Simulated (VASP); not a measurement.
Crystal: ZrC.

```
CELL_PARAMETERS angstrom
0.00000 2.36500 2.36500
2.36500 0.00000 2.36500
2.36500 2.36500 0.00000
ATOMIC_POSITIONS crystal
Zr 0.50000 0.50000 0.50000
C 0.00000 0.00000 0.00000
```

| Quantity | Value |
| --- | --- |
| Program | VASP 6.6.1 |
| Task | relaxation of cell and atoms |
| Functional | LDA |
| Potentials or basis | VASP PAW LDA potentials, release 64 (Zr_sv, C) |
| Cutoff | 520 eV |
| k mesh | 16 × 16 × 16 |
| Occupations | gaussian, width 0.1 eV |
| Spin | no spin polarisation |

At the start: pressure -11.9 GPa; volume 13.23 Å³/atom.

Q: How do energy, volume and symmetry change on relaxing?

A: Over 7 steps the energy falls by 27.2 meV/atom and the volume is 12.53 Å³/atom (-5.3 %); space group Fm-3m (No. 225, to 0.05 Å).

The path:
| step | energy change (eV) | largest force (eV/Å) | pressure (GPa) | volume (Å³) |
| --- | --- | --- | --- | --- |
| 1 | 0.0000 | 0.0000 | -11.93 | 26.46 |
| 2 | 0.1181 | 0.0000 | 27.13 | 22.86 |
| 3 | -0.0544 | 0.0000 | -0.36 | 25.10 |
| 4 | -0.0544 | 0.0000 | -0.05 | 25.06 |
| 5 | -0.0544 | 0.0000 | 0.22 | 25.04 |
| 6 | -0.0544 | 0.0000 | -0.29 | 25.09 |
| 7 | -0.0544 | 0.0000 | 0.00 | 25.06 |

Final structure:
```cif
data_structure
_symmetry_space_group_name_H-M 'P 1'
_symmetry_Int_Tables_number 1
_cell_length_a 3.2847
_cell_length_b 3.2847
_cell_length_c 3.2847
_cell_angle_alpha 60.000
_cell_angle_beta 60.000
_cell_angle_gamma 60.000
_cell_volume 25.06
loop_
_atom_site_label
_atom_site_type_symbol
_atom_site_fract_x
_atom_site_fract_y
_atom_site_fract_z
_atom_site_occupancy
Zr1 Zr 0.50000 0.50000 0.50000 1
C1 C 0.00000 0.00000 0.00000 1
```
